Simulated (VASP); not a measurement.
TaN:

```
CELL_PARAMETERS angstrom
2.87802 0.00000 0.00000
-1.43901 2.49244 0.00000
0.00000 0.00000 2.82415
ATOMIC_POSITIONS crystal
Ta 0.33333 0.66667 0.50000
N 0.00000 0.00000 0.00000
```

The cell isn't the ideal one: cell and atoms relaxed from 0.94 times the given volume.

```yaml
Program: VASP 6.6.1
Task: relaxation of cell and atoms
Functional: LDA
Potentials_or_basis: VASP PAW LDA potentials, release 64 (Ta_pv, N)
Cutoff: 600 eV
k_mesh: 10 × 10 × 9
Occupations: fermi-dirac, width 0.02 eV
Spin: no spin polarisation
```

At the start: pressure 14.2 GPa; volume 10.13 Å³/atom.

Question: How do energy, volume and symmetry change on relaxing?

Answer: Over 9 steps the energy falls by 15.3 meV/atom and the volume is 10.49 Å³/atom (+3.5 %); space group P-6m2 (No. 187, to 0.05 Å).

Step by step:
```
step  energy change (eV)  largest force (eV/Å)  pressure (GPa)  volume (Å³)
   1              0.0000                0.0000           14.20        20.26
   2              0.1705                0.0000          -28.95        23.01
   3             -0.0305                0.0000           -0.46        20.99
   4             -0.0306                0.0000           -0.03        20.97
   5             -0.0305                0.0000            0.24        20.95
   6             -0.0306                0.0000            0.21        20.96
   7             -0.0306                0.0000            0.23        20.96
   8             -0.0306                0.0000           -0.42        21.00
   9             -0.0306                0.0000           -0.03        20.97
```

Final structure:
```yaml
crystal:
  lattice:
    - [2.91175, 0.00000, 0.00000]
    - [-1.45588, 2.52165, 0.00000]
    - [0.00000, 0.00000, 2.85621]
  atoms:
    - { symbol: Ta, position: [0.33333, 0.66667, 0.50000] }
    - { symbol: N, position: [0.00000, 0.00000, 0.00000] }
```
